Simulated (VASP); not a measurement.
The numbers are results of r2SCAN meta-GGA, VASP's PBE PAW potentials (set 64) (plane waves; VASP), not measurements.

Input for VASP

KPOINTS:
```
K-points
0
Gamma
  15 15 15
0 0 0
```

**INCAR**
```
ALGO = Normal
EDIFF = 1E-6
EDIFFG = -0.01
ENCUT = 480
IBRION = 2
ISIF = 3
ISMEAR = 1
LASPH = T
LCHARG = F
LMAXMIX = 4
LMIXTAU = T
LREAL = F
LWAVE = F
METAGGA = R2SCAN
NELM = 100
NSW = 60
PREC = Accurate
SIGMA = 0.1
SYSTEM = Rh
```

File POSCAR:
```
Rh
1.0
  0.0000000000   1.9000000000   1.9000000000
  1.9000000000   0.0000000000   1.9000000000
  1.9000000000   1.9000000000   0.0000000000
Rh
1
Cart
  0.0000000000   0.0000000000   0.0000000000
```

POTCAR, in this order: Rh_pv (PBE.64 set). Program: vasp_std.

The resulting files:

### OUTCAR
```
 ion  position               nearest neighbor table
   1  0.000  0.000  0.000-
  LATTYP: Found a face centered cubic cell.
 ALAT       =     3.8000000000
 Subroutine PRICEL returns:
 Original cell was already a primitive cell.
 Subroutine GETGRP returns: Found 48 space group operations
The static configuration has the point symmetry O_h .
The dynamic configuration has the point symmetry O_h .
 Subroutine INISYM returns: Found 48 space group operations
 Subroutine IBZKPT returns following result:
 Found    120 irreducible k-points:

 Following reciprocal coordinates:
            Coordinates               Weight
  0.000000  0.000000  0.000000      1.000000
  0.066667  0.000000  0.000000      8.000000
  0.133333  0.000000  0.000000      8.000000
  0.200000  0.000000  0.000000      8.000000
  0.266667  0.000000  0.000000      8.000000
  0.333333  0.000000  0.000000      8.000000
  0.400000  0.000000  0.000000      8.000000
  0.466667  0.000000  0.000000      8.000000
  0.066667  0.066667  0.000000      6.000000
  0.133333  0.066667  0.000000     24.000000
  0.200000  0.066667  0.000000     24.000000
  0.266667  0.066667  0.000000     24.000000
  0.333333  0.066667  0.000000     24.000000
  0.400000  0.066667  0.000000     24.000000
  0.466667  0.066667  0.000000     24.000000
 -0.466667  0.066667  0.000000     24.000000
 -0.400000  0.066667  0.000000     24.000000
 -0.333333  0.066667  0.000000     24.000000
 -0.266667  0.066667  0.000000     24.000000
 -0.200000  0.066667  0.000000     24.000000
 -0.133333  0.066667  0.000000     24.000000
 -0.066667  0.066667  0.000000     12.000000
  0.133333  0.133333  0.000000      6.000000
  0.200000  0.133333  0.000000     24.000000
  0.266667  0.133333  0.000000     24.000000
  0.333333  0.133333  0.000000     24.000000
  0.400000  0.133333  0.000000     24.000000
  0.466667  0.133333  0.000000     24.000000
 -0.466667  0.133333  0.000000     24.000000
 -0.400000  0.133333  0.000000     24.000000
 -0.333333  0.133333  0.000000     24.000000
 -0.266667  0.133333  0.000000     24.000000
 -0.200000  0.133333  0.000000     24.000000
 -0.133333  0.133333  0.000000     12.000000
  0.200000  0.200000  0.000000      6.000000
  0.266667  0.200000  0.000000     24.000000
  0.333333  0.200000  0.000000     24.000000
  0.400000  0.200000  0.000000     24.000000
  0.466667  0.200000  0.000000     24.000000
 -0.466667  0.200000  0.000000     24.000000
   k-points           NKPTS =    120   k-points in BZ     NKDIM =    120   number of bands    NBANDS=     11
   number of dos      NEDOS =    301   number of ions     NIONS =      1
   total plane-waves  NPLWV =   8000
   dimension x,y,z NGX =    20 NGY =   20 NGZ =   20
   dimension x,y,z NGXF=    40 NGYF=   40 NGZF=   40
   ions per type =               1
   PREC   = accura    normal or accurate (medium, high low for compatibility)
   ISTART =      0    job   : 0-new  1-cont  2-samecut
   ICHARG =      2    charge: 1-file 2-atom 10-const
   ISPIN  =      1    spin polarized calculation?
   LNONCOLLINEAR =      F non collinear calculations
   LSORBIT =      F    spin-orbit coupling
   INIWAV =      1    electr: 0-lowe 1-rand  2-diag
   ENCUT  =  480.0 eV  35.28 Ry    5.94 a.u.   4.80  4.80  4.80*2*pi/ulx,y,z
   NELM   =    100;   NELMIN=  2; NELMDL= -5     # of ELM steps
   EDIFF  = 0.1E-05   stopping-criterion for ELM
   LREAL  =      F    real-space projection
   NLSPLINE    = F    spline interpolate recip. space projectors
   LMAXMIX     =    4 max onsite mixed and CHGCAR
   VOSKOWN=      0    Vosko Wilk Nusair interpolation
...
```

File OSZICAR:
```
       N       E                     dE             d eps       ncg     rms          rms(c)
DAV:   1     0.900217142517E+02    0.90022E+02   -0.92878E+03  2656   0.140E+03
DAV:   2    -0.276483212223E+02   -0.11767E+03   -0.11277E+03  2700   0.382E+02
DAV:   3    -0.291061430596E+02   -0.14578E+01   -0.14481E+01  3123   0.488E+01
DAV:   4    -0.291154882863E+02   -0.93452E-02   -0.93436E-02  3037   0.396E+00
DAV:   5    -0.291156619912E+02   -0.17370E-03   -0.17370E-03  3248   0.454E-01    0.129E+01
DAV:   6    -0.238701416496E+02    0.52455E+01   -0.64109E+00  2775   0.388E+01    0.310E+00
DAV:   7    -0.241272082512E+02   -0.25707E+00   -0.51417E-01  2721   0.111E+01    0.229E+00
DAV:   8    -0.241327292192E+02   -0.55210E-02   -0.40234E-02  2886   0.274E+00    0.601E-01
DAV:   9    -0.241363322714E+02   -0.36031E-02   -0.20831E-02  2901   0.173E+00    0.183E-01
DAV:  10    -0.241365798121E+02   -0.24754E-03   -0.33656E-03  2955   0.634E-01    0.138E-01
DAV:  11    -0.241366671846E+02   -0.87373E-04   -0.55359E-04  3066   0.345E-01    0.317E-02
DAV:  12    -0.241367228389E+02   -0.55654E-04   -0.73580E-05  2964   0.922E-02    0.299E-02
DAV:  13    -0.241366851750E+02    0.37664E-04   -0.52550E-05  2955   0.111E-01    0.600E-03
DAV:  14    -0.241366994013E+02   -0.14226E-04   -0.67964E-06  2992   0.231E-02    0.155E-03
DAV:  15    -0.241366972182E+02    0.21831E-05   -0.21597E-07  1782   0.565E-03    0.888E-04
DAV:  16    -0.241366985432E+02   -0.13250E-05   -0.41869E-08  1587   0.243E-03    0.582E-04
DAV:  17    -0.241366981054E+02    0.43781E-06   -0.20235E-08  1503   0.145E-03
   1 F= -.24136698E+02 E0= -.24136743E+02  d E =-.241367E+02
       N       E                     dE             d eps       ncg     rms          rms(c)
DAV:   1    -0.241961568999E+02   -0.59458E-01   -0.91284E-01  2796   0.160E+01    0.169E+00
DAV:   2    -0.241326584828E+02    0.63498E-01   -0.15108E-01  2790   0.587E+00    0.313E-01
DAV:   3    -0.241348039235E+02   -0.21454E-02   -0.21768E-03  2823   0.600E-01    0.228E-01
DAV:   4    -0.241349126078E+02   -0.10868E-03   -0.16755E-03  2805   0.594E-01    0.133E-01
DAV:   5    -0.241356287938E+02   -0.71619E-03   -0.47324E-04  2865   0.324E-01    0.341E-02
DAV:   6    -0.241356221262E+02    0.66677E-05   -0.48063E-05  3051   0.816E-02    0.165E-02
DAV:   7    -0.241356612638E+02   -0.39138E-04   -0.34443E-05  2817   0.806E-02    0.582E-03
DAV:   8    -0.241356578150E+02    0.34488E-05   -0.39671E-06  2850   0.262E-02    0.781E-04
DAV:   9    -0.241356599611E+02   -0.21461E-05   -0.18122E-07  1479   0.598E-03    0.537E-04
DAV:  10    -0.241356590891E+02    0.87202E-06   -0.18510E-08  1413   0.185E-03
   2 F= -.24135659E+02 E0= -.24135710E+02  d E =0.103902E-02
       N       E                     dE             d eps       ncg     rms          rms(c)
DAV:   1    -0.241679815308E+02   -0.32322E-01   -0.47305E-01  2808   0.115E+01    0.126E+00
DAV:   2    -0.241354164393E+02    0.32565E-01   -0.75411E-02  2784   0.419E+00    0.200E-01
DAV:   3    -0.241364168175E+02   -0.10004E-02   -0.12949E-03  2823   0.468E-01    0.136E-01
DAV:   4    -0.241365868789E+02   -0.17006E-03   -0.86723E-04  2754   0.432E-01    0.984E-02
DAV:   5    -0.241368732493E+02   -0.28637E-03   -0.34191E-04  2889   0.276E-01    0.149E-02
DAV:   6    -0.241368751321E+02   -0.18829E-05   -0.31525E-05  2976   0.668E-02    0.115E-02
DAV:   7    -0.241368822086E+02   -0.70765E-05   -0.79570E-06  2862   0.376E-02    0.611E-03
DAV:   8    -0.241368821572E+02    0.51360E-07   -0.97283E-07  1701   0.140E-02
   3 F= -.24136882E+02 E0= -.24136929E+02  d E =-.184052E-03
```

OUTCAR:
```
------------------------ aborting loop because EDIFF is reached ----------------------------------------
  FORCE on cell =-STRESS in cart. coord.  units (eV):
  Direction    XX          YY          ZZ          XY          YZ          ZX
  --------------------------------------------------------------------------------------
  Total        0.0036728      0.0036728      0.0036728      0.0000000      0.0000000      0.0000000
  in kB        0.4273120      0.4273120      0.4273120      0.0000000      0.0000000      0.0000000
  external PRESSURE =       0.4273120 kB  Pullay stress =       0.0000000 kB
  volume of cell :       13.77
      direct lattice vectors                 reciprocal lattice vectors
     0.000000000  1.902444824  1.902444824    -0.262819712  0.262819712  0.262819712
     1.902444824 -0.000000000  1.902444824     0.262819712 -0.262819712  0.262819712
     1.902444824  1.902444824  0.000000000     0.262819712  0.262819712 -0.262819712
 POSITION                                       TOTAL-FORCE (eV/Angst)
 -----------------------------------------------------------------------------------
      0.00000      0.00000      0.00000         0.000000      0.000000     -0.000000
 -----------------------------------------------------------------------------------
    total drift:                               -0.000000     -0.000000     -0.000000
  FREE ENERGIE OF THE ION-ELECTRON SYSTEM (eV)
  ---------------------------------------------------
  free  energy   TOTEN  =       -24.1368821572 eV

  energy  without entropy=      -24.1370218657  energy(sigma->0) =      -24.13692873

 reached required accuracy - stopping structural energy minimisation
```
(Selected blocks of OUTCAR.)

CONTCAR:
```
Rh
   1.00000000000000
     0.0000000000000000    1.9024448238601588    1.9024448238601588
     1.9024448238601588   -0.0000000000000000    1.9024448238601588
     1.9024448238601588    1.9024448238601588    0.0000000000000000
  Rh
     1
Direct
     0.0000000000000000    0.0000000000000000    0.0000000000000000
```

The compound is Rh in the fcc structure. This run relaxes it. Symmetry was kept, so distortions that lower it aren't found.
